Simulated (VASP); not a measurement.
Output of a VASP run:

OSZICAR:
```
       N       E                     dE             d eps       ncg     rms          rms(c)
DAV:   1     0.789847067967E+02    0.78985E+02   -0.78013E+03   520   0.135E+03
DAV:   2    -0.834965018505E+00   -0.79820E+02   -0.76631E+02   555   0.250E+02
DAV:   3    -0.596790940045E+01   -0.51329E+01   -0.51172E+01   665   0.690E+01
DAV:   4    -0.600999539595E+01   -0.42086E-01   -0.42080E-01   560   0.654E+00
DAV:   5    -0.601020087108E+01   -0.20548E-03   -0.20547E-03   600   0.420E-01    0.527E+00
DAV:   6    -0.578065894836E+01    0.22954E+00   -0.51947E-01   771   0.191E+01    0.380E+00
DAV:   7    -0.576282540254E+01    0.17834E-01   -0.14492E-01   585   0.350E+00    0.147E+00
DAV:   8    -0.576390734618E+01   -0.10819E-02   -0.42040E-03   580   0.594E-01    0.412E-01
DAV:   9    -0.576420102421E+01   -0.29368E-03   -0.99246E-04   580   0.246E-01    0.639E-02
DAV:  10    -0.576428316100E+01   -0.82137E-04   -0.86646E-05   595   0.866E-02    0.159E-02
DAV:  11    -0.576430084016E+01   -0.17679E-04   -0.24781E-05   565   0.410E-02    0.404E-03
DAV:  12    -0.576430187898E+01   -0.10388E-05   -0.10300E-06   546   0.785E-03    0.215E-03
DAV:  13    -0.576430185276E+01    0.26216E-07   -0.15588E-07   365   0.494E-03
   1 F= -.57643019E+01 E0= -.57643019E+01  d E =-.306773E-15
```

### OUTCAR
```
------------------------ aborting loop because EDIFF is reached ----------------------------------------
  FORCE on cell =-STRESS in cart. coord.  units (eV):
  Direction    XX          YY          ZZ          XY          YZ          ZX
  --------------------------------------------------------------------------------------
  Total        0.3791979      0.3791979      0.3791979     -0.0000000      0.0000000     -0.0000000
  in kB       13.3317543     13.3317543     13.3317543     -0.0000000      0.0000000     -0.0000000
  external PRESSURE =      13.3317543 kB  Pullay stress =       0.0000000 kB
  volume of cell :       45.57
      direct lattice vectors                 reciprocal lattice vectors
     0.000000000  2.835000000  2.835000000    -0.176366843  0.176366843  0.176366843
     2.835000000  0.000000000  2.835000000     0.176366843 -0.176366843  0.176366843
     2.835000000  2.835000000  0.000000000     0.176366843  0.176366843 -0.176366843
  FREE ENERGIE OF THE ION-ELECTRON SYSTEM (eV)
  ---------------------------------------------------
  free  energy   TOTEN  =        -5.7643018528 eV

  energy  without entropy=       -5.7643018528  energy(sigma->0) =       -5.76430185

 total charge

# of ion       s       p       d       tot
------------------------------------------
    1        0.527   0.439   9.835  10.801
    2        1.435   2.435   0.028   3.898
--------------------------------------------------
tot          1.962   2.874   9.863  14.699
```
(Selected blocks of OUTCAR.)

**POSCAR**
```
ZnSe
1
    0.0000000000     2.8350000000     2.8350000000
    2.8350000000     0.0000000000     2.8350000000
    2.8350000000     2.8350000000     0.0000000000
Zn Se
1 1
Direct
  0.0000000000   0.0000000000   0.0000000000
  0.2500000000   0.2500000000   0.2500000000
```

Problem. Write an INCAR and KPOINTS that could have produced this output.

Solution. This is not unique; one that fits is the input of the run itself, PBE GGA + U (Dudarev), plane waves, VASP's PBE PAW potentials (set 64).

**INCAR**
```
ALGO = Normal
EDIFF = 1E-6
ENCUT = 400
GGA = PE
ISIF = 2
ISMEAR = 0
LASPH = .TRUE.
LCHARG = .FALSE.
LDAU = .TRUE.
LDAUJ = 0 0
LDAUL = 2 -1
LDAUPRINT = 1
LDAUTYPE = 2
LDAUU = 3.0 0
LMAXMIX = 4
LORBIT = 10
LREAL = .FALSE.
LWAVE = .FALSE.
NELM = 100
PREC = Accurate
SIGMA = 0.05
SYSTEM = ZnSe
```

### KPOINTS
```
Automatic mesh
0
G
7 7 7
```

POTCAR, in this order: Zn Se (PBE.64 set). Program: vasp_std.

The compound is ZnSe in the zinc blende structure. The cell was not relaxed at this level. The run is one of a series of settings (LDAU = .TRUE., LDAUJ = 0 0, LDAUL = 2 -1, LDAUTYPE = 2, LDAUU = 3.0 0 against the base run), some of them coarse on purpose.
